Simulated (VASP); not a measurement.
All values below come from LDA (Ceperley-Alder, Perdew-Zunger), VASP's LDA PAW potentials (set 64) (plane waves; VASP).

VASP input:

**KPOINTS**
```
Regular mesh
0
gamma
 2 2 2
0 0 0
```

INCAR:
```
! general
SYSTEM  = GaCu3
PREC    = Accurate
ENCUT   = 300
LREAL   = .False.
LASPH   = .True.   ! aspherical one-centre terms

! electronic loop
EDIFF   = 1E-6   ! SCF stop (eV)
NELM    = 100
ALGO    = Normal
LMAXMIX = 4   ! l cut-off of mixed one-centre charges

! smearing
ISMEAR  = 0   ! Gaussian
SIGMA   = 0.1

! ions
ISIF    = 2   ! forces and stress, cell fixed

! output
LWAVE   = .False.
LCHARG  = .False.
```

POSCAR:
```
GaCu3
1
    5.1573900000     0.0000000000     0.0000000000
   -2.5786950000     4.4664310000     0.0000000000
    0.0000000000     0.0000000000     4.2012400000
Ga Cu
2 6
Direct
  0.3333330000   0.6666670000   0.7500000000
  0.6666670000   0.3333330000   0.2500000000
  0.1653850000   0.3307700000   0.2500000000
  0.8346150000   0.6692300000   0.7500000000
  0.8346150000   0.1653850000   0.7500000000
  0.1653850000   0.8346150000   0.2500000000
  0.6692300000   0.8346150000   0.2500000000
  0.3307700000   0.1653850000   0.7500000000
```

POTCAR, in this order: Ga_d Cu (LDA.64 set). Program: vasp_std.

What VASP printed:

OSZICAR:
```
       N       E                     dE             d eps       ncg     rms          rms(c)
DAV:   1     0.737908029138E+03    0.73791E+03   -0.27713E+04   455   0.222E+03
DAV:   2     0.783139880246E+02   -0.65959E+03   -0.63972E+03   440   0.531E+02
DAV:   3    -0.392104372774E+02   -0.11752E+03   -0.11241E+03   468   0.224E+02
DAV:   4    -0.436314508017E+02   -0.44210E+01   -0.43952E+01   483   0.587E+01
DAV:   5    -0.437614002485E+02   -0.12995E+00   -0.12988E+00   649   0.976E+00    0.215E+01
DAV:   6    -0.404213702390E+02    0.33400E+01   -0.86585E+01   516   0.129E+02    0.129E+01
DAV:   7    -0.364176073036E+02    0.40038E+01   -0.18259E+01   536   0.629E+01    0.134E+00
DAV:   8    -0.363999340912E+02    0.17673E-01   -0.86195E-01   625   0.730E+00    0.147E+00
DAV:   9    -0.363593492358E+02    0.40585E-01   -0.12093E-01   514   0.498E+00    0.210E-01
DAV:  10    -0.363578436006E+02    0.15056E-02   -0.10725E-02   604   0.706E-01    0.480E-02
DAV:  11    -0.363578885612E+02   -0.44961E-04   -0.80684E-04   507   0.326E-01    0.252E-02
DAV:  12    -0.363578813719E+02    0.71893E-05   -0.71854E-05   562   0.117E-01    0.109E-02
DAV:  13    -0.363578800090E+02    0.13628E-05   -0.17793E-05   474   0.591E-02    0.185E-03
DAV:  14    -0.363578801109E+02   -0.10184E-06   -0.18801E-06   333   0.109E-02
   1 F= -.36357880E+02 E0= -.36338597E+02  d E =-.385656E-01
```

**OUTCAR**
```
------------------------ aborting loop because EDIFF is reached ----------------------------------------
  FORCE on cell =-STRESS in cart. coord.  units (eV):
  Direction    XX          YY          ZZ          XY          YZ          ZX
  --------------------------------------------------------------------------------------
  Total       -1.8689141     -1.8689143    -12.3661012      0.0000000     -0.0000000      0.0000000
  in kB      -30.9408204    -30.9408238   -204.7270769      0.0000000     -0.0000000      0.0000000
  external PRESSURE =     -88.8695737 kB  Pullay stress =       0.0000000 kB
  volume of cell :       96.78
      direct lattice vectors                 reciprocal lattice vectors
     5.157390000  0.000000000  0.000000000     0.193896525  0.111946205  0.000000000
    -2.578695000  4.466431000  0.000000000     0.000000000  0.223892410  0.000000000
     0.000000000  0.000000000  4.201240000     0.000000000  0.000000000  0.238024964
 POSITION                                       TOTAL-FORCE (eV/Angst)
 -----------------------------------------------------------------------------------
     -0.00000      2.97762      3.15093         0.000000      0.000000      0.000000
      2.57870      1.48881      1.05031         0.000000     -0.000000      0.000000
      0.00000      1.47736      1.05031         0.000000      0.069381      0.000000
      2.57869      2.98907      3.15093         0.000000     -0.069381      0.000000
      3.87796      0.73868      3.15093        -0.060086      0.034691      0.000000
     -1.29926      3.72775      1.05031         0.060086     -0.034691      0.000000
      1.29926      3.72775      1.05031        -0.060086     -0.034691      0.000000
      1.27943      0.73868      3.15093         0.060086      0.034691      0.000000
 -----------------------------------------------------------------------------------
    total drift:                                0.000123     -0.000071      0.000336
  FREE ENERGIE OF THE ION-ELECTRON SYSTEM (eV)
  ---------------------------------------------------
  free  energy   TOTEN  =       -36.3578801109 eV

  energy  without entropy=      -36.3193144667  energy(sigma->0) =      -36.33859729
```
(Selected blocks of OUTCAR.)

At this cut-off the stress carries a Pulay error, which pulls relaxed volumes low.

The structure comes from a computed database's GaCu3 entry (P6_3/mmc); how it stands against other phases isn't given here. The cell was not relaxed at this level. The k-mesh is coarse (spacing up to 0.75 per Å, 2π included), so the numbers may not be converged in it. The run is one of a series of settings (KPOINTS 2×2×2 Γ-centred mesh against the base run), some of them coarse on purpose.
